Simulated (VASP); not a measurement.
Output of a VASP run:

File OSZICAR:
```
       N       E                     dE             d eps       ncg     rms          rms(c)
DAV:   1     0.108017830759E+04    0.10802E+04   -0.54333E+04  1428   0.129E+03
DAV:   2    -0.353725088803E+02   -0.11156E+04   -0.10749E+04  1434   0.348E+02
DAV:   3    -0.145997839899E+03   -0.11063E+03   -0.10337E+03  1520   0.143E+02
DAV:   4    -0.150735969047E+03   -0.47381E+01   -0.46572E+01  1568   0.291E+01
DAV:   5    -0.150922985763E+03   -0.18702E+00   -0.18675E+00  1792   0.504E+00    0.423E+01
DAV:   6    -0.155919965206E+03   -0.49970E+01   -0.31155E+02  1580   0.132E+02    0.457E+01
DAV:   7    -0.133806428791E+03    0.22114E+02   -0.91148E+01  1682   0.116E+02    0.211E+01
DAV:   8    -0.144598075832E+03   -0.10792E+02   -0.49226E+01  1928   0.116E+02    0.352E+01
DAV:   9    -0.134270017447E+03    0.10328E+02   -0.32429E+01  2120   0.823E+01    0.156E+01
DAV:  10    -0.133226058384E+03    0.10440E+01   -0.11898E+01  2286   0.463E+01    0.106E+01
DAV:  11    -0.132511512315E+03    0.71455E+00   -0.31386E+00  1706   0.221E+01    0.212E+00
DAV:  12    -0.132562953994E+03   -0.51442E-01   -0.71611E-01  1568   0.570E+00    0.172E+00
DAV:  13    -0.132562006314E+03    0.94768E-03   -0.27843E-02  1730   0.119E+00    0.173E+00
DAV:  14    -0.132551120891E+03    0.10885E-01   -0.69413E-02  1696   0.343E+00    0.867E-01
DAV:  15    -0.132544553346E+03    0.65675E-02   -0.21577E-02  1752   0.202E+00    0.325E-01
DAV:  16    -0.132544474716E+03    0.78630E-04   -0.24373E-03  1568   0.412E-01    0.167E-01
DAV:  17    -0.132545052134E+03   -0.57742E-03   -0.13273E-03  1684   0.194E-01    0.102E-01
DAV:  18    -0.132545620514E+03   -0.56838E-03   -0.47564E-04  1606   0.152E-01    0.680E-02
DAV:  19    -0.132546351546E+03   -0.73103E-03   -0.28341E-04  1512   0.703E-02    0.969E-02
DAV:  20    -0.132547117620E+03   -0.76607E-03   -0.26235E-04  1504   0.114E-01    0.414E-02
DAV:  21    -0.132547269224E+03   -0.15160E-03   -0.10472E-04  1554   0.468E-02    0.213E-02
DAV:  22    -0.132547345999E+03   -0.76775E-04   -0.17760E-05  1710   0.447E-02    0.176E-02
DAV:  23    -0.132547423789E+03   -0.77790E-04   -0.17819E-05  1534   0.310E-02    0.853E-03
DAV:  24    -0.132547431773E+03   -0.79835E-05   -0.34768E-06  1236   0.200E-02    0.126E-02
DAV:  25    -0.132547434785E+03   -0.30129E-05   -0.22655E-06  1002   0.159E-02    0.280E-03
DAV:  26    -0.132547436865E+03   -0.20791E-05   -0.11134E-06   972   0.488E-03    0.215E-03
DAV:  27    -0.132547437047E+03   -0.18222E-06   -0.31707E-07   834   0.410E-03
   1 F= -.13254744E+03 E0= -.13249524E+03  d E =-.104389E+00
```

OUTCAR:
```
------------------------ aborting loop because EDIFF is reached ----------------------------------------
  FORCE on cell =-STRESS in cart. coord.  units (eV):
  Direction    XX          YY          ZZ          XY          YZ          ZX
  --------------------------------------------------------------------------------------
  Total      -28.5142508    -28.5142510    -14.6965004     -0.0000000      0.0000000      0.0000000
  in kB     -118.3500894   -118.3500903    -60.9986968     -0.0000000      0.0000000      0.0000000
  external PRESSURE =     -99.2329588 kB  Pullay stress =       0.0000000 kB
  volume of cell :      386.01
      direct lattice vectors                 reciprocal lattice vectors
     4.976354000  0.000000000  0.000000000     0.200950334 -0.116018729  0.000000000
     2.488177000  4.309649000  0.000000000     0.000000000  0.232037458  0.000000000
     0.000000000  0.000000000 17.999100000     0.000000000  0.000000000  0.055558333
 POSITION                                       TOTAL-FORCE (eV/Angst)
 -----------------------------------------------------------------------------------
      5.45485      3.14936      5.00001         0.000000     -0.000000      0.470025
      2.96667      1.71281      6.99980         0.000000     -0.000000     -0.229651
      0.47850      0.27626      8.99950         0.000000     -0.000000      0.000000
      5.45485      3.14936     10.99930         0.000000     -0.000000      0.229651
      2.96667      1.71281     12.99909         0.000000     -0.000000     -0.470025
      1.72258      0.99453      5.00001         0.151811      0.087648      0.519300
      4.21076      0.99453      5.00001        -0.151811      0.087648      0.519300
      2.96667      3.14936      5.00001        -0.000000     -0.175297      0.519300
      6.69894      3.86763      6.99980         0.031148      0.017983     -0.086008
      4.21076      3.86763      6.99980        -0.031148      0.017983     -0.086008
      5.45485      1.71281      6.99980         0.000000     -0.035967     -0.086008
      4.21076      2.43109      8.99950         0.000000     -0.000000      0.000000
      1.72259      2.43109      8.99950         0.000000     -0.000000      0.000000
      2.96668      0.27626      8.99950         0.000000     -0.000000      0.000000
      1.72258      0.99453     10.99930        -0.031148     -0.017983      0.086008
      4.21076      0.99453     10.99930         0.031148     -0.017983      0.086008
      2.96667      3.14936     10.99930         0.000000      0.035967      0.086008
      6.69894      3.86763     12.99909        -0.151811     -0.087648     -0.519300
      4.21076      3.86763     12.99909         0.151811     -0.087648     -0.519300
      5.45485      1.71281     12.99909         0.000000      0.175297     -0.519300
 -----------------------------------------------------------------------------------
    total drift:                               -0.000128     -0.000074     -0.116065
  FREE ENERGIE OF THE ION-ELECTRON SYSTEM (eV)
  ---------------------------------------------------
  free  energy   TOTEN  =      -132.5474370467 eV

  energy  without entropy=     -132.4430475546  energy(sigma->0) =     -132.49524230
```
(Selected blocks of OUTCAR.)

POSCAR:
```
Ni3Si
1
    4.9763540000     0.0000000000     0.0000000000
    2.4881770000     4.3096490000     0.0000000000
    0.0000000000     0.0000000000    17.9991000000
Si Ni
5 15
Direct
  0.7307690000   0.7307690000   0.2777920000
  0.3974360000   0.3974360000   0.3888970000
  0.0641030000   0.0641030000   0.4999970000
  0.7307690000   0.7307690000   0.6111030000
  0.3974360000   0.3974360000   0.7222080000
  0.2307690000   0.2307690000   0.2777920000
  0.7307690000   0.2307690000   0.2777920000
  0.2307690000   0.7307690000   0.2777920000
  0.8974360000   0.8974360000   0.3888970000
  0.3974360000   0.8974360000   0.3888970000
  0.8974360000   0.3974360000   0.3888970000
  0.5641030000   0.5641030000   0.4999970000
  0.0641030000   0.5641030000   0.4999970000
  0.5641030000   0.0641030000   0.4999970000
  0.2307690000   0.2307690000   0.6111030000
  0.7307690000   0.2307690000   0.6111030000
  0.2307690000   0.7307690000   0.6111030000
  0.8974360000   0.8974360000   0.7222080000
  0.3974360000   0.8974360000   0.7222080000
  0.8974360000   0.3974360000   0.7222080000
```

**Question.** Reconstruct the remaining input files.

**Answer.** One answer among several that fit: the input of the run itself, LDA (Ceperley-Alder, Perdew-Zunger), plane waves, VASP's LDA PAW potentials (set 64).

File KPOINTS:
```
Automatic mesh
0
gamma
 6 6 1
```

### INCAR
```
ALGO=Normal
EDIFF=1E-6
ENCUT=300
ISIF=2
ISMEAR=0
LASPH=.True.
LCHARG=.False.
LMAXMIX=4
LREAL=Auto
LWAVE=.False.
NELM=100
PREC=Accurate
SIGMA=0.1
SYSTEM=Ni3Si
```

POTCAR, in this order: Si Ni (LDA.64 set). Program: vasp_std.

At this cut-off the stress carries a Pulay error, which pulls relaxed volumes low. The cell holds a wide vacuum, so values per volume refer to the whole cell.

The cell is a sheet with vacuum, built from a database entry that may be metastable or hypothetical. The run is not spin-polarised, so no magnetic state was tried.
